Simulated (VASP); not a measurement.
All values below come from PBEsol GGA, VASP's PBE PAW potentials (set 64) (plane waves; VASP 6.6.1).

The input files of a VASP run:

### INCAR
```
ISMEAR = 0
LCHARG = .FALSE.
NELM = 100
EDIFF = 1E-8   # SCF stop (eV)
PREC = Accurate
IBRION = 8   # DFPT with symmetry
LWAVE = .FALSE.
ALGO = Normal   # blocked Davidson
LASPH = .TRUE.
ENCUT = 520
SIGMA = 0.01   # width (eV)
LEPSILON = .TRUE.
NSW = 1   # most ionic steps
LREAL = .FALSE.   # projection in real space or not
LMAXMIX = 4
GGA = PS
SYSTEM = SrTiO3
```

### POSCAR
```
SrTiO3
1
    3.8964091187     0.0000000000     0.0000000000
    0.0000000000     3.8964091187     0.0000000000
    0.0000000000     0.0000000000     3.8964091187
Sr Ti O
1 1 3
Direct
  0.0000000000   0.0000000000   0.0000000000
  0.5000000000   0.5000000000   0.5000000000
  0.5000000000   0.0000000000   0.5000000000
  0.0000000000   0.5000000000   0.5000000000
  0.5000000000   0.5000000000   0.0000000000
```

**KPOINTS**
```
Automatic mesh
0
Gamma
7 7 7
0 0 0
```

POTCAR, in this order: Sr_sv Ti_sv O (PBE.64 set). Program: vasp_std.

Output of the run:

**OUTCAR**
```
 ion  position               nearest neighbor table
   1  0.000  0.000  0.000-   3 2.76   4 2.76   5 2.76   3 2.76   4 2.76   4 2.76   5 2.76   4 2.76
                             3 2.76   5 2.76   3 2.76   5 2.76   2 3.37   2 3.37   2 3.37   2 3.37
   2  0.500  0.500  0.500-   3 1.95   4 1.95   5 1.95   5 1.95   3 1.95   4 1.95   1 3.37   1 3.37
                             1 3.37   1 3.37   1 3.37   1 3.37   1 3.37   1 3.37
   3  0.500  0.000  0.500-   2 1.95   2 1.95   1 2.76   1 2.76   1 2.76   1 2.76
   4  0.000  0.500  0.500-   2 1.95   2 1.95   1 2.76   1 2.76   1 2.76   1 2.76
   5  0.500  0.500  0.000-   2 1.95   2 1.95   1 2.76   1 2.76   1 2.76   1 2.76
  LATTYP: Found a simple cubic cell.
 ALAT       =     3.8964091187
 Subroutine PRICEL returns:
 Original cell was already a primitive cell.
 Subroutine GETGRP returns: Found 48 space group operations
The static configuration has the point symmetry O_h .
The dynamic configuration has the point symmetry O_h .
 Subroutine INISYM returns: Found 48 space group operations
 Subroutine IBZKPT returns following result:
 Found     20 irreducible k-points:

 Following reciprocal coordinates:
            Coordinates               Weight
  0.000000  0.000000  0.000000      1.000000
  0.142857  0.000000  0.000000      6.000000
  0.285714  0.000000  0.000000      6.000000
  0.428571  0.000000  0.000000      6.000000
  0.142857  0.142857  0.000000     12.000000
  0.285714  0.142857  0.000000     24.000000
  0.428571  0.142857  0.000000     24.000000
  0.285714  0.285714  0.000000     12.000000
  0.428571  0.285714  0.000000     24.000000
  0.428571  0.428571  0.000000     12.000000
  0.142857  0.142857  0.142857      8.000000
  0.285714  0.142857  0.142857     24.000000
  0.428571  0.142857  0.142857     24.000000
  0.285714  0.285714  0.142857     24.000000
  0.428571  0.285714  0.142857     48.000000
  0.428571  0.428571  0.142857     24.000000
  0.285714  0.285714  0.285714      8.000000
  0.428571  0.285714  0.285714     24.000000
  0.428571  0.428571  0.285714     24.000000
  0.428571  0.428571  0.428571      8.000000
 Subroutine IBZKPT_HF returns following result:
   k-points           NKPTS =     20   k-points in BZ     NKDIM =     20   number of bands    NBANDS=     24
   number of dos      NEDOS =    301   number of ions     NIONS =      5
   total plane-waves  NPLWV =  27000
   dimension x,y,z NGX =    30 NGY =   30 NGZ =   30
   dimension x,y,z NGXF=    60 NGYF=   60 NGZF=   60
   ions per type =               1   1   3
   PREC   = accura    normal or accurate (medium, high low for compatibility)
   ISTART =      0    job   : 0-new  1-cont  2-samecut
   ICHARG =      2    charge: 1-file 2-atom 10-const
   ISPIN  =      1    spin polarized calculation?
   LNONCOLLINEAR =      F non collinear calculations
   LSORBIT =      F    spin-orbit coupling
   INIWAV =      1    electr: 0-lowe 1-rand  2-diag
   ENCUT  =  520.0 eV  38.22 Ry    6.18 a.u.   7.24  7.24  7.24*2*pi/ulx,y,z
   NELM   =    100;   NELMIN=  2; NELMDL= -5     # of ELM steps
   EDIFF  = 0.1E-07   stopping-criterion for ELM
   LREAL  =      F    real-space projection
   NLSPLINE    = F    spline interpolate recip. space projectors
   LMAXMIX     =    4 max onsite mixed and CHGCAR
   VOSKOWN=      0    Vosko Wilk Nusair interpolation
   EDIFFG = 0.1E-06   stopping-criterion for IOM
   NSW    =      1    number of steps for IOM
   NBLOCK =      1;   KBLOCK =      1    inner block; outer block
   IBRION =      8    ionic relax: 0-MD 1-quasi-New 2-CG
   NFREE  =      0    steps in history (QN), initial steepest desc. (CG)
   ISIF   =      2    stress and relaxation
   ISYM   =      2    0-nonsym 1-usesym 2-fastsym
   TEIN   =    0.0    initial temperature
   TEBEG  =    0.0;   TEEND  =   0.0 temperature during run
   SMASS  =  -3.00    Nose mass-parameter (am)
   PSTRESS=    0.0 pullay stress
   NELECT =      40.0000    total number of electrons
   EFERMI =   0.00;   METHOD = LEGACY
...
```

**OSZICAR**
```
...
  Degree of freedom:   1/  4
       N       E                     dE             d eps       ncg     rms          rms(c)
RMM:   1    -0.290861849849E+00   -0.29086E+00    0.33582E-01  3327   0.309E+00
RMM:   2    -0.293133302290E+00   -0.22715E-02   -0.43035E-02  3921   0.782E-01    0.331E-01
RMM:   3    -0.294205265343E+00   -0.10720E-02   -0.69709E-03  4119   0.342E-01    0.236E-01
RMM:   4    -0.294445999323E+00   -0.24073E-03   -0.17429E-03  4188   0.174E-01    0.678E-02
RMM:   5    -0.294711596286E+00   -0.26560E-03   -0.48159E-04  4577   0.803E-02    0.185E-02
RMM:   6    -0.294776709871E+00   -0.65114E-04   -0.20651E-04  4601   0.453E-02    0.115E-02
RMM:   7    -0.294734290058E+00    0.42420E-04   -0.76662E-05  4464   0.290E-02    0.642E-03
RMM:   8    -0.294711248307E+00    0.23042E-04   -0.31802E-05  4482   0.186E-02    0.328E-03
RMM:   9    -0.294716856275E+00   -0.56080E-05   -0.26284E-05  4730   0.120E-02    0.500E-03
RMM:  10    -0.294726082738E+00   -0.92265E-05   -0.13528E-05  4527   0.806E-03    0.635E-03
RMM:  11    -0.294720102368E+00    0.59804E-05   -0.83399E-06  4472   0.569E-03    0.617E-03
RMM:  12    -0.294712902466E+00    0.71999E-05   -0.62677E-06  4557   0.408E-03    0.550E-03
 Linear response progress:
  Degree of freedom:   2/  4
       N       E                     dE             d eps       ncg     rms          rms(c)
RMM:   1    -0.795790811959E+00   -0.79579E+00    0.59427E+00  2068   0.100E+02
RMM:   2    -0.762492020089E+00    0.33299E-01   -0.18329E-01  3227   0.322E+00    0.290E-01
RMM:   3    -0.759458561087E+00    0.30335E-02   -0.29153E-02  3820   0.820E-01    0.152E-01
RMM:   4    -0.759322869475E+00    0.13569E-03   -0.13300E-02  4162   0.403E-01    0.325E-02
RMM:   5    -0.760065197944E+00   -0.74233E-03   -0.15603E-03  4379   0.152E-01    0.162E-02
RMM:   6    -0.760661932280E+00   -0.59673E-03   -0.25604E-04  4255   0.663E-02    0.450E-03
RMM:   7    -0.760834330405E+00   -0.17240E-03   -0.87104E-05  4387   0.345E-02    0.152E-03
RMM:   8    -0.760839874866E+00   -0.55445E-05   -0.44208E-05  4419   0.203E-02    0.953E-04
RMM:   9    -0.760859343847E+00   -0.19469E-04   -0.22185E-05  4517   0.125E-02    0.534E-04
RMM:  10    -0.760860297512E+00   -0.95366E-06   -0.17410E-05  4516   0.848E-03    0.224E-04
RMM:  11    -0.760856219620E+00    0.40779E-05   -0.13703E-05  4629   0.605E-03    0.209E-04
RMM:  12    -0.760859091958E+00   -0.28723E-05   -0.12602E-05  4327   0.463E-03    0.113E-04
RMM:  13    -0.760860902631E+00   -0.18107E-05   -0.10547E-05  4431   0.366E-03    0.425E-05
RMM:  14    -0.760860874697E+00    0.27934E-07   -0.96061E-06  4600   0.298E-03    0.532E-05
RMM:  15    -0.760861227795E+00   -0.35310E-06   -0.86379E-06  4423   0.250E-03    0.423E-05
RMM:  16    -0.760861555468E+00   -0.32767E-06   -0.82541E-06  4134   0.217E-03    0.120E-05
RMM:  17    -0.760861505065E+00    0.50403E-07   -0.75313E-06  4743   0.188E-03    0.244E-05
RMM:  18    -0.760861603419E+00   -0.98355E-07   -0.71205E-06  4780   0.165E-03    0.451E-05
RMM:  19    -0.760861713586E+00   -0.11017E-06   -0.66950E-06  3921   0.150E-03    0.899E-05
RMM:  20    -0.760861754143E+00   -0.40556E-07   -0.63932E-06  4430   0.135E-03    0.112E-04
RMM:  21    -0.760861859391E+00   -0.10525E-06   -0.60359E-06  4090   0.123E-03    0.118E-04
RMM:  22    -0.760861905369E+00   -0.45979E-07   -0.56193E-06  4148   0.113E-03    0.136E-04
RMM:  23    -0.760861962353E+00   -0.56984E-07   -0.54946E-06  4310   0.104E-03    0.150E-04
RMM:  24    -0.760862005800E+00   -0.43447E-07   -0.53300E-06  4059   0.971E-04    0.162E-04
RMM:  25    -0.760862049421E+00   -0.43621E-07   -0.51960E-06  4160   0.909E-04    0.177E-04
RMM:  26    -0.760862059099E+00   -0.96784E-08   -0.50127E-06  3919   0.854E-04    0.182E-04
RMM:  27    -0.760862093862E+00   -0.34762E-07   -0.48760E-06  4709   0.813E-04    0.181E-04
 Linear response progress:
  Degree of freedom:   3/  4
       N       E                     dE             d eps       ncg     rms          rms(c)
RMM:   1    -0.372148889247E+00   -0.37215E+00    0.21170E-01  5923   0.302E+00
RMM:   2    -0.364606607290E+00    0.75423E-02   -0.20595E-02  5606   0.571E-01    0.219E-01
RMM:   3    -0.366191746025E+00   -0.15851E-02   -0.28633E-03  5973   0.209E-01    0.128E-01
RMM:   4    -0.367824529389E+00   -0.16328E-02   -0.95680E-04  5859   0.145E-01    0.240E-02
RMM:   5    -0.367793552666E+00    0.30977E-04   -0.28500E-04  6936   0.577E-02    0.934E-03
RMM:   6    -0.367815707823E+00   -0.22155E-04   -0.10531E-04  7460   0.303E-02    0.462E-03
RMM:   7    -0.367802082396E+00    0.13625E-04   -0.51142E-05  7312   0.193E-02    0.309E-03
RMM:   8    -0.367828696177E+00   -0.26614E-04   -0.28010E-05  7126   0.139E-02    0.110E-03
RMM:   9    -0.367820716396E+00    0.79798E-05   -0.34364E-05  7236   0.999E-03    0.662E-04
RMM:  10    -0.367822846352E+00   -0.21300E-05   -0.14263E-05  7565   0.728E-03    0.621E-04
RMM:  11    -0.367823829372E+00   -0.98302E-06   -0.74705E-06  7833   0.519E-03    0.867E-04
RMM:  12    -0.367823805743E+00    0.23629E-07   -0.11634E-05  7447   0.383E-03    0.133E-03
RMM:  13    -0.367825262346E+00   -0.14566E-05   -0.49621E-06  7212   0.288E-03    0.165E-03
RMM:  14    -0.367825861465E+00   -0.59912E-06   -0.47336E-06  7550   0.221E-03    0.169E-03
RMM:  15    -0.367827135827E+00   -0.12744E-05   -0.64396E-06  7184   0.178E-03    0.147E-03
 Linear response progress:
  Degree of freedom:   4/  4
       N       E                     dE             d eps       ncg     rms          rms(c)
RMM:   1    -0.382525167274E+00   -0.38253E+00    0.22655E-01  4021   0.368E+00
RMM:   2    -0.369606592057E+00    0.12919E-01   -0.22238E-02  3593   0.893E-01    0.171E-01
RMM:   3    -0.372212797379E+00   -0.26062E-02   -0.80899E-03  3694   0.369E-01    0.951E-02
RMM:   4    -0.374238313109E+00   -0.20255E-02   -0.27211E-03  3779   0.231E-01    0.322E-02
RMM:   5    -0.374628623042E+00   -0.39031E-03   -0.57770E-04  4379   0.949E-02    0.109E-02
RMM:   6    -0.374674573404E+00   -0.45950E-04   -0.16791E-04  4424   0.435E-02    0.476E-03
RMM:   7    -0.374663282641E+00    0.11291E-04   -0.46499E-05  4269   0.225E-02    0.158E-03
RMM:   8    -0.374648420368E+00    0.14862E-04   -0.25883E-05  4293   0.127E-02    0.700E-04
RMM:   9    -0.374651427997E+00   -0.30076E-05   -0.23005E-05  4497   0.711E-03    0.452E-04
RMM:  10    -0.374652609855E+00   -0.11819E-05   -0.17165E-05  4430   0.419E-03    0.165E-04
RMM:  11    -0.374652397369E+00    0.21249E-06   -0.13368E-05  4460   0.247E-03    0.750E-05
RMM:  12    -0.374652402404E+00   -0.50357E-08   -0.77676E-06  4554   0.149E-03    0.683E-05
RMM:  13    -0.374652500357E+00   -0.97953E-07   -0.47625E-06  4319   0.946E-04    0.424E-05
RMM:  14    -0.374652673013E+00   -0.17266E-06   -0.32340E-06  4574   0.618E-04    0.140E-05
RMM:  15    -0.374652524831E+00    0.14818E-06   -0.20105E-06  4506   0.418E-04    0.433E-05
RMM:  16    -0.374652671910E+00   -0.14708E-06   -0.17522E-06  4198   0.300E-04    0.162E-05
RMM:  17    -0.374652678148E+00   -0.62378E-08   -0.61580E-07  4713   0.212E-04    0.204E-05
RMM:  18    -0.374652690391E+00   -0.12243E-07   -0.64361E-07  4373   0.158E-04    0.289E-05
RMM:  19    -0.374652628972E+00    0.61419E-07   -0.25148E-07  4214   0.123E-04    0.437E-05
RMM:  20    -0.374652823080E+00   -0.19411E-06   -0.37734E-07  3977   0.114E-04    0.983E-06
RMM:  21    -0.374652849529E+00   -0.26449E-07   -0.20258E-08  4483   0.778E-05    0.892E-06
RMM:  22    -0.374652858116E+00   -0.85869E-08   -0.11824E-07  4239   0.607E-05    0.800E-06
RMM:  23    -0.374652845777E+00    0.12339E-07   -0.58503E-09  3815   0.498E-05    0.113E-05
RMM:  24    -0.374652854688E+00   -0.89110E-08   -0.39201E-08  3608   0.408E-05    0.107E-05
 Linear response finished
```

### OUTCAR
```
------------------------ aborting loop because EDIFF is reached ----------------------------------------

 HEAD OF MICROSCOPIC STATIC DIELECTRIC TENSOR (INDEPENDENT PARTICLE, excluding Hartree and local field effects)
 ------------------------------------------------------
           6.523178    -0.000000     0.000000
           0.000000     6.523178    -0.000000
           0.000000    -0.000000     6.523178
 ------------------------------------------------------

 MACROSCOPIC STATIC DIELECTRIC TENSOR (including local field effects in DFT)
 ------------------------------------------------------
           6.377970     0.000000    -0.000000
           0.000000     6.377970    -0.000000
           0.000000     0.000000     6.377970
 ------------------------------------------------------

 PIEZOELECTRIC TENSOR (including local field effects)  for field in x, y, z        (e  Angst)
          XX          YY          ZZ          XY          YZ          ZX
  --------------------------------------------------------------------------------
  x     0.00000     0.00000     0.00000     0.00000     0.00000     0.00000
  y     0.00000     0.00000     0.00000     0.00000     0.00000     0.00000
  z     0.00000     0.00000     0.00000     0.00000     0.00000     0.00000

 PIEZOELECTRIC TENSOR (including local field effects)  for field in x, y, z        (C/m^2)
          XX          YY          ZZ          XY          YZ          ZX
  --------------------------------------------------------------------------------
  x     0.00000     0.00000     0.00000     0.00000     0.00000     0.00000
  y     0.00000     0.00000     0.00000     0.00000     0.00000     0.00000
  z     0.00000     0.00000     0.00000     0.00000     0.00000     0.00000

 BORN EFFECTIVE CHARGES (including local field effects) (in |e|, cummulative output)
 ---------------------------------------------------------------------------------
 ion    1
    1     2.55489     0.00000    -0.00000
    2    -0.00000     2.55489     0.00000
    3     0.00000     0.00000     2.55489
 ion    2
    1     7.36675     0.00000    -0.00000
    2     0.00000     7.36675    -0.00000
    3     0.00000     0.00000     7.36675
 ion    3
    1    -2.04365    -0.00000    -0.00000
    2     0.00000    -5.83434    -0.00000
    3     0.00000    -0.00000    -2.04365
 ion    4
    1    -5.83434    -0.00000    -0.00000
    2    -0.00000    -2.04365     0.00000
    3    -0.00000     0.00000    -2.04365
 ion    5
    1    -2.04365    -0.00000    -0.00000
    2    -0.00000    -2.04365     0.00000
    3    -0.00000    -0.00000    -5.83434

   1 f  =   15.967784 THz   100.328547 2PiTHz  532.627947 cm-1    66.037419 meV
             X         Y         Z           dx          dy          dz
      0.000000  0.000000  0.000000    -0.033379   -0.000056    0.000000
      1.948205  1.948205  1.948205     0.005807    0.000010    0.000000
      1.948205  0.000000  1.948205    -0.383479    0.001399   -0.000000
      0.000000  1.948205  1.948205     0.839486   -0.000639    0.000000
      1.948205  1.948205  0.000000    -0.383479   -0.000639   -0.000000

   2 f  =   15.967784 THz   100.328547 2PiTHz  532.627947 cm-1    66.037419 meV
             X         Y         Z           dx          dy          dz
      0.000000  0.000000  0.000000     0.000000   -0.000000   -0.033379
      1.948205  1.948205  1.948205    -0.000000    0.000000    0.005807
      1.948205  0.000000  1.948205     0.000000    0.000000   -0.383480
      0.000000  1.948205  1.948205    -0.000000   -0.000000   -0.383480
      1.948205  1.948205  0.000000     0.000000   -0.000000    0.839487

   3 f  =   15.967784 THz   100.328547 2PiTHz  532.627947 cm-1    66.037419 meV
             X         Y         Z           dx          dy          dz
      0.000000  0.000000  0.000000    -0.000056    0.033379    0.000000
      1.948205  1.948205  1.948205     0.000010   -0.005807    0.000000
      1.948205  0.000000  1.948205    -0.000639   -0.839486   -0.000000
      0.000000  1.948205  1.948205     0.001399    0.383479   -0.000000
      1.948205  1.948205  0.000000    -0.000639    0.383479    0.000000

   4 f  =    6.802468 THz    42.741170 2PiTHz  226.905923 cm-1    28.132736 meV
             X         Y         Z           dx          dy          dz
      0.000000  0.000000  0.000000     0.000000    0.000000    0.000000
      1.948205  1.948205  1.948205    -0.000000   -0.000000    0.000000
      1.948205  0.000000  1.948205     0.307868   -0.000000   -0.489822
      0.000000  1.948205  1.948205     0.000000    0.406561    0.489822
      1.948205  1.948205  0.000000    -0.307868   -0.406561    0.000000

   5 f  =    6.802468 THz    42.741170 2PiTHz  226.905923 cm-1    28.132736 meV
             X         Y         Z           dx          dy          dz
      0.000000  0.000000  0.000000    -0.000000   -0.000000   -0.000000
      1.948205  1.948205  1.948205     0.000000    0.000000   -0.000000
      1.948205  0.000000  1.948205     0.630367   -0.000000    0.297469
      0.000000  1.948205  1.948205     0.000000   -0.118956   -0.297469
      1.948205  1.948205  0.000000    -0.630367    0.118956   -0.000000

   6 f  =    6.802468 THz    42.741170 2PiTHz  226.905923 cm-1    28.132736 meV
             X         Y         Z           dx          dy          dz
      0.000000  0.000000  0.000000    -0.000000    0.000000   -0.000000
      1.948205  1.948205  1.948205    -0.000000    0.000000   -0.000000
      1.948205  0.000000  1.948205    -0.088632    0.000000    0.414230
      0.000000  1.948205  1.948205     0.000000    0.566178   -0.414230
      1.948205  1.948205  0.000000     0.088632   -0.566178   -0.000000

   7 f  =    4.732923 THz    29.737829 2PiTHz  157.873302 cm-1    19.573786 meV
             X         Y         Z           dx          dy          dz
      0.000000  0.000000  0.000000    -0.672553   -0.068900   -0.000000
      1.948205  1.948205  1.948205     0.712099    0.072951    0.000000
      1.948205  0.000000  1.948205     0.112212    0.007258    0.000000
      0.000000  1.948205  1.948205     0.070850    0.011496    0.000000
      1.948205  1.948205  0.000000     0.112212    0.011496    0.000000

   8 f  =    4.732923 THz    29.737829 2PiTHz  157.873302 cm-1    19.573786 meV
...
```
(Selected blocks of OUTCAR.)

**OUTCAR**
```
 val. band max:        4.0132980317   @ k =   0.4286   0.4286   0.4286

 cond. band min:       5.8924059652   @ k =   0.0000   0.0000   0.0000


 Fermi energy:         4.2095372781

 k-point     1 :       0.0000    0.0000    0.0000
  band No.  band energies     occupation
      1     -52.0940      2.00000
      2     -28.5451      2.00000
      3     -28.4604      2.00000
      4     -28.4604      2.00000
      5     -28.4604      2.00000
      6     -13.3039      2.00000
      7     -12.2931      2.00000
      8     -12.2931      2.00000
      9     -10.5688      2.00000
     10     -10.5688      2.00000
     11     -10.5688      2.00000
     12       1.2184      2.00000
     13       1.2184      2.00000
     14       1.2184      2.00000
     15       2.8818      2.00000
     16       2.8818      2.00000
     17       2.8818      2.00000
     18       3.7250      2.00000
     19       3.7250      2.00000
     20       3.7250      2.00000
     21       5.8924      0.00000
     22       5.8924      0.00000
     23       5.8924      0.00000
     24       8.4607      0.00000

 k-point     2 :       0.1429    0.0000    0.0000
  band No.  band energies     occupation
      1     -52.0937      2.00000
      2     -28.5694      2.00000
      3     -28.4598      2.00000
      4     -28.4598      2.00000
      5     -28.4455      2.00000
      6     -13.3150      2.00000
      7     -12.2950      2.00000
      8     -12.2854      2.00000
      9     -10.5595      2.00000
     10     -10.5595      2.00000
     11     -10.4292      2.00000
     12       0.9499      2.00000
     13       1.2021      2.00000
     14       1.2021      2.00000
     15       2.6118      2.00000
     16       2.6118      2.00000
     17       2.6955      2.00000
     18       3.1195      2.00000
     19       3.6016      2.00000
     20       3.6016      2.00000
     21       5.9250      0.00000
     22       6.3543      0.00000
     23       6.3543      0.00000
     24       8.4674      0.00000
...
```

The dielectric response may not be converged in the k-mesh; for small gaps it tends to come out too large.

The compound is SrTiO3 in the cubic perovskite structure, the ideal cubic form; the compound distorts at low or room temperature. It was relaxed first.
